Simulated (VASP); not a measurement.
Method: AM05 GGA, VASP's PBE PAW potentials (set 64) (plane waves; VASP).

VASP input:

INCAR:
```
LMAXMIX=4   # l cut-off of mixed one-centre charges
SIGMA=0.1   # width (eV)
NELM=100   # most electronic steps
NSW=30   # most ionic steps
SYSTEM=As
ALGO=Normal   # blocked Davidson
ENCUT=520   # plane-wave cut-off (eV)
ISIF=4
GGA=AM
IBRION=2
PREC=Accurate
LCHARG=.FALSE.
EDIFFG=-0.01   # ionic stop
LASPH=.TRUE.
LREAL=.FALSE.
EDIFF=1E-7   # SCF stop (eV)
ISMEAR=1
LWAVE=.FALSE.
```

### POSCAR
```
As
1
    3.4788666225    -1.8521143492    -0.0453429089
    3.4788666225     1.8521143492    -0.0453429089
    2.5327711557     0.0000000000     3.0199280151
As
2
Direct
  0.2300609579   0.2300609579   0.2300609579
  0.7699390421   0.7699390421   0.7699390421
```

### KPOINTS
```
Automatic mesh
0
Gamma
12 12 12
0 0 0
```

POTCAR, in this order: As (PBE.64 set). Program: vasp_std.

Q: What does the run give for the energy per atom (σ→0), band gap (on the k-mesh)?

A: 
| Property | Result |
|---|---|
| energy per atom (σ→0) | -4.827 eV/atom |
| band gap (on the k-mesh) | none (metal, semimetal or under 0.01 eV) |

File OSZICAR:
```
...
   4 F= -.96544667E+01 E0= -.96545216E+01  d E =-.165449E-02
       N       E                     dE             d eps       ncg     rms          rms(c)
DAV:   1    -0.965479078039E+01   -0.32411E-03   -0.16276E-02  3488   0.774E-01    0.597E-02
DAV:   2    -0.965472704946E+01    0.63731E-04   -0.45097E-04  3642   0.154E-01    0.328E-02
DAV:   3    -0.965469644082E+01    0.30609E-04   -0.12314E-04  4369   0.695E-02    0.713E-03
DAV:   4    -0.965469678288E+01   -0.34206E-06   -0.88225E-06  3548   0.245E-02    0.318E-03
DAV:   5    -0.965469672168E+01    0.61204E-07   -0.63437E-07  3950   0.593E-03
   5 F= -.96546967E+01 E0= -.96547382E+01  d E =-.188453E-02
```

The compound is As in the a7 structure. This cell is one point of a volume scan, at 0.94 of the reference volume. Symmetry was kept, so distortions that lower it aren't found.
